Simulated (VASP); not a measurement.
A run of VASP 6.6.1 is set up as follows.

Contents of INCAR:

```
PREC     = Accurate       # precision mode
ENCUT    = 600            # plane-wave cutoff, eV
EDIFF    = 1E-6           # SCF threshold, eV
ISMEAR   = -1             # smearing method
SIGMA    = 0.05           # smearing width, eV
LREAL    = False          # projectors in reciprocal space
LASPH    = True           # aspherical terms in the spheres
NELM     = 80             # most SCF steps
ALGO     = Normal         # electronic algorithm
ISIF     = 3              # what is computed and relaxed
LWAVE    = False          # write WAVECAR
LCHARG   = False          # write CHGCAR
GGA      = PE             # functional
IBRION   = 2              # ionic algorithm
NSW      = 40             # ionic steps
EDIFFG   = -0.01          # ionic threshold
```

File KPOINTS:

```
Automatic mesh
0
Gamma
  8 8 8
```

Contents of POSCAR:

```
WAu
1.0
    0.0000000000      2.7479792600      2.7479792600
    2.7479792600      0.0000000000      2.7479792600
    2.7479792600      2.7479792600      0.0000000000
W Au
1 1
Direct
    0.0000000000      0.0000000000      0.0000000000
    0.7500000000      0.7500000000      0.7500000000
```

Potentials or basis: VASP PAW PBE potentials, release 54 (W, Au).

Run with:

```sh
$ cat potpaw_PBE.54/W/POTCAR potpaw_PBE.54/Au/POTCAR > POTCAR
$ mpirun -np 1 vasp_std > vasp.out
```

(1) Predict the band gap on the k mesh.

(2) Estimate the space group after relaxing (to 0.05 Å).

Results:

(1) none (metal or under the smearing width).

(2) F-43m (No. 216).
